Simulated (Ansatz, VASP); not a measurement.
# Ti9Al44O84 (glassy 29TiO2-71Al2O3 (mol %)): VASP beside Ansatz

One calculation is typed for both programs; each brings its own data sets. How far apart do they land? Of the first pair: The structure shown is the start of the Ansatz relaxation below; VASP solves that cell, so the two are compared at the walk's first step.

Program: Ansatz 0.2.0. Level of theory: plane waves, with VASP 6.6.1 beside it; single point at LDA. Results are calculated unless marked as measured.

## (1) The structure

The cell holds 137 atoms: 9 Ti, 44 Al and 84 O. Cell: a = 10.724 Å, b = 11.188 Å, c = 11.443 Å, α = 89.3°, β = 92.2°, γ = 91.4°. As first built, before any earlier steps moved the atoms (in the runner's words): 137 atoms (9 Ti, 44 Al, 84 O) placed at random at 3.12 g/cm^3, melted at 4000 K for 10 ps at fixed volume with the Morse and Coulomb pair potential with partial charges (Pedone, Malavasi, Menziani, Cormack and Segre, J. Phys. Chem. B 110, 11780 (2006)). Quenched from 4000 K to 300 K at 100 K/ps and fixed volume, held 10 ps at zero pressure.

## (2) Ansatz: relaxation, LDA

Ansatz runs on its PAW soft_1 files.

The two programs are compared at the cell with which this relaxation starts, whose forces are those of its first step.

input.yaml

```yaml
crystal:
  lattice:
    - [10.72115, -0.13743, -0.20786]
    - [-0.13743, 11.18667, 0.06534]
    - [-0.20786, 0.06534, 11.44127]
  atoms:
    - { symbol: Ti, position: [0.17165, 0.93968, 0.44939] }
    - { symbol: Ti, position: [0.78608, 0.6625, 0.02683] }
    - { symbol: Ti, position: [0.36484, 0.64233, 0.21145] }
    - { symbol: Ti, position: [0.2144, 0.96415, 0.07615] }
    - { symbol: Ti, position: [0.10231, 0.88067, 0.84313] }
    - { symbol: Ti, position: [0.93782, 0.05358, 0.62596] }
    - { symbol: Ti, position: [0.58509, 0.28696, 0.87454] }
    - { symbol: Ti, position: [0.8805, 0.59774, 0.31492] }
    - { symbol: Ti, position: [0.0086, 0.62787, 0.86483] }
    - { symbol: Al, position: [0.56233, 0.5527, 0.40935] }
    - { symbol: Al, position: [0.3184, 0.32833, 0.43644] }
    - { symbol: Al, position: [0.70734, 0.94607, 0.07948] }
    - { symbol: Al, position: [0.47526, 0.10137, 0.5045] }
    - { symbol: Al, position: [0.21602, 0.13506, 0.6272] }
    - { symbol: Al, position: [0.93482, 0.03735, 0.05392] }
    - { symbol: Al, position: [0.09698, 0.11756, 0.27369] }
    - { symbol: Al, position: [0.36538, 0.02734, 0.85698] }
    - { symbol: Al, position: [0.67475, 0.74756, 0.30745] }
    - { symbol: Al, position: [0.18017, 0.47015, 0.02907] }
    - { symbol: Al, position: [0.95609, 0.32437, 0.20966] }
    - { symbol: Al, position: [0.79987, 0.16266, 0.38383] }
    - { symbol: Al, position: [0.54195, 0.2943, 0.33263] }
    - { symbol: Al, position: [0.88914, 0.91712, 0.2996] }
    - { symbol: Al, position: [0.13061, 0.23716, 0.06818] }
    - { symbol: Al, position: [0.3683, 0.09384, 0.27818] }
    - { symbol: Al, position: [0.71613, 0.26167, 0.14055] }
    - { symbol: Al, position: [0.33387, 0.56871, 0.55133] }
    - { symbol: Al, position: [0.47629, 0.86415, 0.14131] }
    - { symbol: Al, position: [0.09197, 0.69584, 0.13376] }
    - { symbol: Al, position: [0.50328, 0.10727, 0.07403] }
[... 101 atom lines left out ...]
    - { symbol: O, position: [0.32067, 0.54506, 0.91088] }
    - { symbol: O, position: [0.81245, 0.11652, 0.7187] }
    - { symbol: O, position: [0.78034, 0.00992, 0.35788] }
    - { symbol: O, position: [0.41226, 0.21013, 0.40111] }
    - { symbol: O, position: [0.61504, 0.82766, 0.42558] }
    - { symbol: O, position: [0.60405, 0.23997, 0.02071] }
kpoints:
  mp_grid: { grid: [1, 1, 1] }
hamiltonian:
  xc: lda
  pseudopotentials: { kind: paw, azcp: { folder: soft_1 }, xc_functional: pbe }
scf:
  occupations: { method: fixed }
output:
  forces: true
  eigenvalues: true
  stress: true
relax:
  f_tol: 0.05
  max_steps: 70
```

The run is started by

```console
$ ansatz run input.yaml --threads 4 --pin off --max-ram 8192MiB --backend cpu --events-out ev --progress --plain --runs-dir out
```

Numbers of over 12 decimals in the logs are rounded to 6 here.

What it wrote:

```text
Warning: output.stress: scf.convergence.dr2_threshold = 1e-7 eV (the SCF's general default) is looser than the 1.08e-8 eV advised for a printed stress (1e-10 eV for each atom of the cell: 137, of which 108 are counted). What an SCF threshold leaves in a stress goes as its square root, and in the free energy as the threshold itself, and one threshold admits the most on a small cell: [figures from the program's tests c [...]
Engine: ansatz 0.2.0, aarch64-unknown-linux-gnu
Pseudopotentials: kind: paw
Pseudopotential: Ti, paw, valence charge 12, recommended cutoff 420 eV (normal), soft_1/Ti.paw.azcp
Pseudopotential: Al, paw, valence charge 3, recommended cutoff 420 eV (normal), soft_1/Al.paw.azcp
Pseudopotential: O, paw, valence charge 6, recommended cutoff 420 eV (normal), soft_1/O.paw.azcp
Functional definition: SPW92
  exchange = slater_x
  correlation = pw_c
Crystal: 137 atoms, lattice volume = 1371.455 Å³
Basis set: ecut = 420 eV, 26823 PW (Γ)
Bands: 509, of which v1, the nominal top of the filled ones, is band 372 counted from 1 (371 counted from 0)
Symmetry: 1 space group operations
Space group: P1 (ITA 1), of the structure as read, at distance tolerance 1.1e-4 Å
k-points: 1
Non-local potential: Ti, projectors of the file, l = 0: 3, l = 1: 2, l = 2: 3, l = 3: 1
Non-local potential: Al, projectors of the file, l = 0: 2, l = 1: 2, l = 2: 1
Non-local potential: O, projectors of the file, l = 0: 2, l = 1: 2, l = 2: 1
PAW form: soft (Blöchl's): semilocal exchange-correlation on the pseudo side does not see the compensation charge
PAW frozen core: Ti, regenerated for the run's functional, and the local potential with it (the file was generated under x = pbe(κ = 0.804, μ = 0.219515), c = pbe(β = 0.066725))
PAW frozen core: Al, regenerated for the run's functional, and the local potential with it (the file was generated under x = pbe(κ = 0.804, μ = 0.219515), c = pbe(β = 0.066725))
PAW frozen core: O, regenerated for the run's functional, and the local potential with it (the file was generated under x = pbe(κ = 0.804, μ = 0.219515), c = pbe(β = 0.066725))
PAW one-centre angular grid: Ti, 590 points (default); XC on 64 Gauss nodes
PAW one-centre angular grid: Al, 110 points (default); XC on 64 Gauss nodes
PAW one-centre angular grid: O, 110 points (default); XC on 64 Gauss nodes
Initial density: superposition of atomic densities (chi_scale 0.1, normalization cell, long waves kept (reshape's long-wave potential 0.82 eV rms))
Initial wavefunctions: pseudopotential atomic-orbital guess
Functional: x = slater, c = lda
SCF iter   1: F=—  HF=-91529.614372 eV  |F-HF|=—  |Δ(HF+E_count)|=         —  Δρ=1.26e-1  dr2=4.13e2  ethr=3.10e-3  ⟨swp⟩=4.0  Hψ=1684  notcnv=0  defer=127
preconditioner: auto → Resta (q_TF=auto, 2.464 Å⁻¹)  ε∞=4.3  [insulator: Δε(μ)=0.035 eV  Ē_g=14.387 eV  n_scr=350 (ndim 8)  ℏωp=26.0 eV  f_vac=0.004  ε∞_Penn≈4.3]
SCF iter   2: F=—  HF=-91482.145484 eV  |F-HF|=—  |Δ(HF+E_count)|=    4.75e1  Δρ=7.84e-2  dr2=9.01e1  ethr=3.10e-3  ⟨swp⟩=3.0  Hψ=972  notcnv=0  defer=130
SCF iter   3: F=—  HF=-91460.176466 eV  |F-HF|=—  |Δ(HF+E_count)|=    2.20e1  Δρ=3.37e-2  dr2=1.43e1  ethr=3.10e-3  ⟨swp⟩=3.0  Hψ=1348  notcnv=0  defer=133
SCF iter   4: F=—  HF=-91456.856868 eV  |F-HF|=—  |Δ(HF+E_count)|=    3.32e0  Δρ=1.87e-2  dr2=4.82e0  ethr=1.92e-3  ⟨swp⟩=4.0  Hψ=1353  notcnv=0  defer=133
SCF iter   5: F=—  HF=-91455.982509 eV  |F-HF|=—  |Δ(HF+E_count)|=   8.74e-1  Δρ=9.79e-3  dr2=1.35e0  ethr=6.48e-4  ⟨swp⟩=3.0  Hψ=1345  notcnv=0  defer=133
SCF iter   6: F=—  HF=-91455.763223 eV  |F-HF|=—  |Δ(HF+E_count)|=   2.19e-1  Δρ=3.52e-3  dr2=2.11e-1  ethr=1.81e-4  ⟨swp⟩=3.0  Hψ=1231  notcnv=0  defer=133
SCF iter   7: F=—  HF=-91455.740876 eV  |F-HF|=—  |Δ(HF+E_count)|=   2.23e-2  Δρ=1.57e-3  dr2=3.79e-2  ethr=2.84e-5  ⟨swp⟩=3.0  Hψ=751  notcnv=0  defer=135
SCF iter   8: F=—  HF=-91455.738973 eV  |F-HF|=—  |Δ(HF+E_count)|=   1.90e-3  Δρ=7.96e-4  dr2=1.03e-2  ethr=5.09e-6  ⟨swp⟩=2.0  Hψ=883  notcnv=0  defer=135
[...]
- { symbol: Al, position: [0.876660, 0.411264, 0.931443] }
    - { symbol: Al, position: [0.793606, 0.784110, 0.762389] }
    - { symbol: Al, position: [0.357889, 0.462067, 0.776189] }
    - { symbol: Al, position: [0.384029, 0.359199, 0.155513] }
    - { symbol: Al, position: [0.846305, 0.374978, 0.661078] }
    - { symbol: Al, position: [0.130117, 0.672544, 0.395473] }
    - { symbol: Al, position: [0.453927, 0.616302, 0.977038] }
    - { symbol: Al, position: [0.681115, 0.534728, 0.786961] }
    - { symbol: Al, position: [0.363863, 0.893767, 0.640740] }
    - { symbol: Al, position: [0.042663, 0.535507, 0.582103] }
    - { symbol: Al, position: [0.799321, 0.629260, 0.548200] }
    - { symbol: Al, position: [0.550123, 0.810694, 0.777920] }
    - { symbol: Al, position: [0.291750, 0.248189, 0.884599] }
    - { symbol: Al, position: [0.625476, 0.00738623, 0.311550] }
    - { symbol: Al, position: [0.735939, 0.046343, 0.833831] }
    - { symbol: Al, position: [0.608282, 0.520641, 0.150933] }
    - { symbol: Al, position: [0.074835, 0.291872, 0.788602] }
    - { symbol: Al, position: [0.674288, 0.886989, 0.563180] }
    - { symbol: Al, position: [0.451262, 0.800803, 0.431023] }
    - { symbol: Al, position: [0.541789, 0.371508, 0.594839] }
    - { symbol: Al, position: [0.654265, 0.161555, 0.652930] }
    - { symbol: Al, position: [0.041491, 0.263329, 0.501190] }
    - { symbol: Al, position: [0.284009, 0.695465, 0.810283] }
    - { symbol: O, position: [0.665180, 0.690008, 0.798785] }
    - { symbol: O, position: [0.443121, 0.720076, 0.855191] }
    - { symbol: O, position: [0.696562, 0.906312, 0.777744] }
    - { symbol: O, position: [0.900482, 0.176654, 0.503999] }
    - { symbol: O, position: [0.378967, 0.423674, 0.549434] }
    - { symbol: O, position: [0.577461, 0.402624, 0.442999] }
    - { symbol: O, position: [0.753509, 0.611386, 0.181717] }
    - { symbol: O, position: [0.034810, 0.653530, 0.268346] }
    - { symbol: O, position: [0.782914, 0.522243, 0.660524] }
    - { symbol: O, position: [0.473730, 0.00533471, 0.369104] }
    - { symbol: O, position: [0.387452, 0.994329, 0.153944] }
    - { symbol: O, position: [0.996505, 0.163110, 0.133230] }
    - { symbol: O, position: [0.704131, 0.309823, 0.623857] }
    - { symbol: O, position: [0.268641, 0.927775, 0.934688] }
    - { symbol: O, position: [0.446072, 0.214180, 0.190950] }
    - { symbol: O, position: [0.833612, 0.566258, 0.891930] }
    - { symbol: O, position: [0.043582, 0.478094, 0.938728] }
    - { symbol: O, position: [0.636276, 0.175176, 0.385322] }
    - { symbol: O, position: [0.941457, 0.609665, 0.481531] }
    - { symbol: O, position: [0.460793, 0.640700, 0.478862] }
    - { symbol: O, position: [0.549002, 0.960366, 0.015059] }
    - { symbol: O, position: [0.221391, 0.364172, 0.778880] }
    - { symbol: O, position: [0.452109, 0.939746, 0.772174] }
    - { symbol: O, position: [0.214268, 0.597381, 0.113297] }
[...]
- { symbol: O, position: [0.714627, 0.608008, 0.415757] }
    - { symbol: O, position: [0.064077, 0.201448, 0.666204] }
    - { symbol: O, position: [0.315354, 0.543625, 0.909678] }
    - { symbol: O, position: [0.810713, 0.120842, 0.720281] }
    - { symbol: O, position: [0.780908, 0.00623018, 0.360439] }
    - { symbol: O, position: [0.409753, 0.211815, 0.399667] }
    - { symbol: O, position: [0.617516, 0.832291, 0.420585] }
    - { symbol: O, position: [0.606179, 0.238593, 0.022546] }
```

In the SCF lines HF is the Harris–Foulkes energy and dr2 the Hartree energy of the density residual, in eV; the loop may stop once dr2 is under the threshold and the program's other checks hold. Hψ counts applications of the Hamiltonian.

## (3) VASP: single point, LDA, start cell, pair 1

The same cell, functional (in two slightly different forms) and mesh now go to VASP, with its own data sets.

Lines of VASP's logs that name or quote its potential files are left out, and so is its time.

INCAR

```
SYSTEM = Ti9Al44O84
PREC = Accurate
ENCUT = 520
EDIFF = 1E-06
NELM = 120
ISMEAR = 0
SIGMA = 0.01
LREAL = Auto
ALGO = Normal
GGA = CA
NBANDS = 467
LASPH = .TRUE.
LORBIT = 11
LWAVE = .FALSE.
LCHARG = .FALSE.
ISIF = 2
GGA_COMPAT = .FALSE.
EFERMI = MIDGAP
```

POSCAR

```
Ti9Al44O84
1.0
   10.7211500000     -0.1374300000     -0.2078600000
   -0.1374300000     11.1866700000      0.0653400000
   -0.2078600000      0.0653400000     11.4412700000
Ti Al O
9 44 84
Direct
    0.1716467582      0.9396832430      0.4493888871
    0.7860840554      0.6625008372      0.0268333522
    0.3648421547      0.6423291345      0.2114508533
    0.2144015784      0.9641465673      0.0761513517
    0.1023103276      0.8806704887      0.8431339541
    0.9378168182      0.0535802154      0.6259561808
    0.5850883168      0.2869635147      0.8745415729
    0.8805031598      0.5977409532      0.3149182733
    0.0086046664      0.6278699997      0.8648308746
    0.5623318756      0.5526965935      0.4093490590
    0.3184025141      0.3283319394      0.4364401800
    0.7073437951      0.9460739669      0.0794764924
    0.4752565635      0.1013662006      0.5045037449
    0.2160245648      0.1350631539      0.6272011621
    0.9348195285      0.0373524343      0.0539163029
    0.0969808511      0.1175635899      0.2736913677
    0.3653795811      0.0273377973      0.8569819214
    0.6747544796      0.7475631963      0.3074491457
    0.1801725003      0.4701543430      0.0290728889
    0.9560874628      0.3243678535      0.2096566329
    0.7998711051      0.1626620488      0.3838326401
    0.5419461907      0.2943007674      0.3326308463
    0.8891410376      0.9171200061      0.2995989287
    0.1306076405      0.2371567771      0.0681788193
    0.3683017728      0.0938384239      0.2781792409
    0.7161336269      0.2616716842      0.1405488995
    0.3338688058      0.5687089684      0.5513320222
    0.4762858321      0.8641466074      0.1413075151
    0.0919706972      0.6958370851      0.1337570946
    0.5032790800      0.1072730754      0.0740304500
[... 101 atom lines left out ...]
    0.3206693282      0.5450641340      0.9108813826
    0.8124504384      0.1165221717      0.7187018914
    0.7803408409      0.0099188264      0.3578757910
    0.4122553984      0.2101293769      0.4011059571
    0.6150371572      0.8276562404      0.4255788531
    0.6040475445      0.2399696154      0.0207125352
```

KPOINTS

```
Automatic mesh
0
Gamma
1 1 1
0 0 0
```

PAW data sets: Ti_sv, Al and O (LDA family, release 64).

The run is started by

```console
$ export OMP_NUM_THREADS=3
$ mpirun -np 1 vasp_gam
```

What it wrote:

```text
[banner, memory and clock lines left out]
running    1 mpi-ranks, on    1 nodes
[...]
Offloading initialized ...    1 GPUs detected
[...]
LDA part: xc-table for (Slater(with rela. corr.)+CA(PZ))
 , standard interpolation
 POSCAR, INCAR and KPOINTS ok, starting setup
[...]
entering main loop
       N       E                     dE             d eps       ncg     rms          rms(c)
DAV:   1     0.923210561070E+04    0.92321E+04   -0.42796E+05   934   0.171E+03
DAV:   2     0.284861992615E+02   -0.92036E+04   -0.86328E+04  1078   0.468E+02
DAV:   3    -0.125647552644E+04   -0.12850E+04   -0.12612E+04  1049   0.187E+02
DAV:   4    -0.133780871024E+04   -0.81333E+02   -0.80937E+02  1268   0.480E+01
[...]
DAV:  19    -0.114788553398E+04    0.38400E-05   -0.16168E-05  1116   0.100E-02    0.820E-03
DAV:  20    -0.114788553263E+04    0.13531E-05   -0.36432E-06   932   0.612E-03    0.507E-03
DAV:  21    -0.114788553228E+04    0.34666E-06   -0.18532E-06   644   0.385E-03
   1 F= -.11478855E+04 E0= -.11478855E+04  d E =0.000000E+00
```

From OUTCAR (step 3):

```text
  Total       69.4050367     68.0336445     65.3729039     -0.2305548     -0.8616947      0.5131424
  in kB       81.0811442     79.4790408     76.3706800     -0.2693414     -1.0066588      0.5994691
  external PRESSURE =      78.9769550 kB  Pullay stress =       0.0000000 kB

  FREE ENERGIE OF THE ION-ELECTRON SYSTEM (eV)
  ---------------------------------------------------
  free  energy   TOTEN  =     -1147.8855322794 eV

  energy  without entropy=    -1147.8855322794  energy(sigma->0) =    -1147.88553228

[... 3 further parts left out ...]
[key lines of the parts left out:]
E-fermi :   5.9262
```

The run ends at a pressure of 7.90 GPa, with forces up to 0.74 eV/Å.

## (4) Side by side

Known differences besides the potentials themselves: the two LDA forms differ slightly; fixed occupations in Ansatz, narrow Gaussian smearing in VASP; the cutoff is 420 eV in Ansatz and 520 eV in VASP (PREC = Accurate, projectors in real space); VASP's log shows a relativistic correction to its local exchange, Ansatz's none. Total energies have different zeros and are not compared.

Forces on 7 of the 137 atoms, those with the largest forces and the largest differences (eV/Å; atoms numbered as in POSCAR):

```csv
atom,"Ansatz x, y, z","VASP x, y, z"
Ti6,"0.295, 0.190, 0.060","0.481, 0.371, 0.127"
Ti8,"-0.244, 0.260, 0.154","-0.360, 0.478, 0.223"
O91,"-0.169, 0.303, -0.119","-0.274, 0.466, -0.233"
O94,"-0.440, -0.148, 0.150","-0.564, -0.206, 0.193"
O99,"-0.197, -0.360, -0.265","-0.359, -0.537, -0.362"
O120,"0.075, -0.432, 0.010","0.125, -0.648, -0.026"
O126,"-0.165, 0.415, -0.177","-0.252, 0.657, -0.213"
```

The forces differ by 47 meV/Å r.m.s., which is 28.8 % of the r.m.s. force of 0.163 eV/Å (both taken over all components).

[end of part 1 of 2]

[Lines on the potential files, build, host, timing and source positions are cut from VASP's logs without a mark.]

[Logs are printed without paths, hosts, clocks, repeated set-up lines and the standing remarks that a program may print on its own settings, such as how far it seeks lower states.]

[Hosts, paths, dates, database ids (printed as entryN), source tags and the programs' standing remarks are cut or masked in the printed files.]
